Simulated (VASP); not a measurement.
Set up this calculation in VASP 6.6.1, as the native input.

```yaml
Task: Wannier functions by SCDM
Functional: PBEsol
Potentials_or_basis: VASP PAW PBE potentials, release 64 (Sr_sv, B)
Cutoff: 520 eV
k_mesh: 3 × 3 × 3
Occupations: gaussian, width 0.05 eV
Spin: no spin polarisation
Wannier_functions_beyond_the_filled_bands: 3
Centre_of_the_SCDM_window_over_the_Fermi_level_eV: 1
Width_of_the_SCDM_window_eV: 1
Further_INCAR_settings: ALGO = Normal; EDIFF = 1e-07; NBANDS = 28; ISYM = -1
```

Sr3B:

```
Sr B
1.0
    -0.06864    3.98401    3.99400
     4.01105   -0.00605    3.93142
     4.12263    4.03301   -0.11764
Sr B
3 1
Direct
  0.00000 0.00000 0.00000
  0.25000 0.25000 0.25000
  0.75000 0.75000 0.75000
  0.50000 0.50000 0.50000
```

The cell was built by a generator and needn't be a form met in nature.

The cell isn't the ideal one: cell strained at random at fixed volume.

These files were run (other wordings do the same):

POSCAR

```
Sr3B
1.0
   -0.0686380000      3.9840080000      3.9940010000
    4.0110530000     -0.0060530000      3.9314160000
    4.1226350000      4.0330050000     -0.1176350000
Sr B
3 1
Direct
    0.0000000000      0.0000000000      0.0000000000
    0.2500000000      0.2500000000      0.2500000000
    0.7500000000      0.7500000000      0.7500000000
    0.5000000000      0.5000000000      0.5000000000
```

INCAR.step1

```
SYSTEM = Sr3B
ALGO = Normal ; EDIFF = 1E-7
ENCUT = 520 ; GGA = PS
ISIF = 2 ; ISMEAR = 0
LASPH = .True. ; LCHARG = .True.
LREAL = .False. ; LWAVE = .True.
NELM = 60 ; PREC = Accurate
SIGMA = 0.05
```

INCAR.step2

```
SYSTEM = Sr3B
ALGO = Normal ; CUTOFF_MU = 3.2848
CUTOFF_SIGMA = 1.0 ; CUTOFF_TYPE = erfc
EDIFF = 1E-7 ; ENCUT = 520
GGA = PS ; ICHARG = 11
ISIF = 2 ; ISMEAR = 0
ISTART = 1 ; ISYM = -1
LASPH = .True. ; LCHARG = .False.
LREAL = .False. ; LSCDM = .True.
LWAVE = .False. ; NBANDS = 28
NELM = 60 ; NUM_WANN = 20
PREC = Accurate ; SIGMA = 0.05
```

KPOINTS

```
k-points
0
Gamma
  3 3 3
  0 0 0
```

KPOINTS_OPT

```
path XGY,LGZ,NGM,RG
12
line-mode
reciprocal
-0.5000000000  0.0000000000  0.0000000000  X
 0.0000000000  0.0000000000  0.0000000000  G

 0.0000000000  0.0000000000  0.0000000000  G
 0.0000000000  0.0000000000 -0.5000000000  Y

-0.5000000000  0.0000000000 -0.5000000000  L
 0.0000000000  0.0000000000  0.0000000000  G

 0.0000000000  0.0000000000  0.0000000000  G
 0.0000000000 -0.5000000000  0.0000000000  Z

-0.5000000000 -0.5000000000  0.0000000000  N
 0.0000000000  0.0000000000  0.0000000000  G

 0.0000000000  0.0000000000  0.0000000000  G
 0.0000000000 -0.5000000000 -0.5000000000  M

-0.5000000000 -0.5000000000 -0.5000000000  R
 0.0000000000  0.0000000000  0.0000000000  G
```

KPOINTS_WAN

```
path XGY,LGZ,NGM,RG
12
line-mode
reciprocal
-0.5000000000  0.0000000000  0.0000000000  X
 0.0000000000  0.0000000000  0.0000000000  G

 0.0000000000  0.0000000000  0.0000000000  G
 0.0000000000  0.0000000000 -0.5000000000  Y

-0.5000000000  0.0000000000 -0.5000000000  L
 0.0000000000  0.0000000000  0.0000000000  G

 0.0000000000  0.0000000000  0.0000000000  G
 0.0000000000 -0.5000000000  0.0000000000  Z

-0.5000000000 -0.5000000000  0.0000000000  N
 0.0000000000  0.0000000000  0.0000000000  G

 0.0000000000  0.0000000000  0.0000000000  G
 0.0000000000 -0.5000000000 -0.5000000000  M

-0.5000000000 -0.5000000000 -0.5000000000  R
 0.0000000000  0.0000000000  0.0000000000  G
```

Potentials or basis: VASP PAW PBE potentials, release 64 (Sr_sv, B).

Launch:

```console
$ cat potpaw_PBE.64/Sr_sv/POTCAR potpaw_PBE.64/B/POTCAR > POTCAR
$ cp INCAR.step1 INCAR
$ mpirun -np 1 vasp_std > vasp.out
$ cp INCAR.step2 INCAR
$ mpirun -np 1 vasp_std > vasp.out
```

It gave:

- Band gap along the path: none (metal or under the smearing width)

Caveat: the k mesh is coarse (spacing up to 0.45 Å⁻¹), so the values aren't converged.

Run time: 3.2 min on 1 thread of AMD EPYC 9R45 (Zen 5) (shared host), peak memory 0.3 GiB.
